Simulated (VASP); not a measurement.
Input:

```
PdSn3
1.0
    4.51463     0.00000     0.00000
    0.00000     4.51463     0.00000
    0.00000     0.00000     4.51463
Pd Sn
1 3
Cartesian
  0.00000   0.00000   0.00000
  0.00000   2.25731   2.25731
  2.25731   0.00000   2.25731
  2.25731   2.25731   0.00000
```

Computed with r2SCAN meta-GGA, VASP's PBE PAW potentials (set 64) (plane waves; VASP). Settings: 400 eV cut-off, 6×6×6 Γ-centred mesh, first-order Methfessel-Paxton smearing of 0.10 eV, potentials Pd Sn_d.

Unless said otherwise, spin-orbit coupling is left out, though it shifts the bands of the heavy elements here.

**Question.** Predict the energy per atom (σ→0), band gap (on the k-mesh) with the smallest direct gap where there is one.

**Answer.** 
```json
{
  "band gap (on the k-mesh)": "none (metal, semimetal or under 0.01 eV)",
  "energy per atom (σ→0)": "-24.182 eV/atom"
}
```

Only differences to runs with the same potentials and settings are physical.

The structure comes from a measured Sn3Pd entry (Pm-3m) of the Crystallography Open Database, whose conditions weren't checked. It was relaxed first, which changed the volume by +46 %. The start is the result of an earlier pass.
